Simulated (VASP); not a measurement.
Input for VASP

### POSCAR
```
Zn
1.0
  1.3566000000  -2.3497010000   0.0000000000
  1.3566000000   2.3497010000   0.0000000000
  0.0000000000   0.0000000000   5.0490000000
Zn
2
direct
  0.3333330000   0.6666670000   0.2500000000
  0.6666670000   0.3333330000   0.7500000000
```

### INCAR
```
ISMEAR = -1   ! Fermi-Dirac
NELM = 100   ! most electronic steps
SYSTEM = Zn
LWAVE = .FALSE.
PREC = Accurate
GGA = PE
ENCUT = 400   ! plane-wave cut-off (eV)
EDIFF = 1E-6
LCHARG = .FALSE.
SIGMA = 0.2   ! width (eV)
ISIF = 2   ! forces and stress, cell fixed
LASPH = .TRUE.
LREAL = .FALSE.   ! projection in real space or not
ALGO = Normal   ! blocked Davidson
LMAXMIX = 4
```

File KPOINTS:
```
kpoints
0
G
 14 14 7
```

POTCAR, in this order: Zn (PBE.64 set). Program: vasp_std.

Question: Write an equivalent input for Ansatz.

Answer: One equivalent input (not run):
Ansatz 0.2 input:
```yaml
crystal:
  lattice:
    - [1.3566000, -2.3497010, 0.0000000]
    - [1.3566000, 2.3497010, 0.0000000]
    - [0.0000000, 0.0000000, 5.0490000]
  atoms:
    - { symbol: Zn, position: [0.3333330, 0.6666670, 0.2500000] }
    - { symbol: Zn, position: [0.6666670, 0.3333330, 0.7500000] }
kpoints:
  mp_grid: { grid: [14, 14, 7] }
hamiltonian:
  xc: pbe
  pseudopotentials: { kind: paw }
scf:
  occupations: { method: fermi_dirac, width: 0.2 }
  max_iter: 100
output: { forces: true, stress: true, eigenvalues: true }
```
The two are equivalent in intent, not identical: each code has its own PAW files, so the cut-off isn't converted (ENCUT is set for VASP's; basis.ecutwfc is left out, and Ansatz then takes the one that its files recommend); Ansatz stops its SCF on the density residual and VASP on the energy change (EDIFF).

The compound is Zn in the hcp structure. The cell was not relaxed at this level. The run is one of a series of settings (ISMEAR = -1, SIGMA = 0.2 against the base run), some of them coarse on purpose.
